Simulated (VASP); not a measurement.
Input:

```yaml
crystal:
  lattice:
    - [0.00000, 2.00729, 2.00729]
    - [2.00729, 0.00000, 2.00729]
    - [2.00729, 2.00729, 0.00000]
  atoms:
    - { symbol: Li, position: [0.00000, 0.00000, 0.00000] }
    - { symbol: H, position: [0.50000, 0.50000, 0.50000] }
```

Computed with optB86b-vdW, VASP's PBE PAW potentials (set 64) (plane waves; VASP 6.6.1). Numerical set-up: 520 eV cut-off, Gaussian smearing of 0.050 eV, potentials Li_sv H.

### Question
Predict the band gap (along the path) with the smallest direct gap where there is one.

### Answer

| Item | Result |
|---|---|
| band gap (along the path) | 3.15 eV |
| smallest direct gap (along the path) | 3.15 eV |

The absolute energy has meaning only against runs of the same code, potentials and settings.

The compound is LiH in the rock salt structure. It was relaxed first.
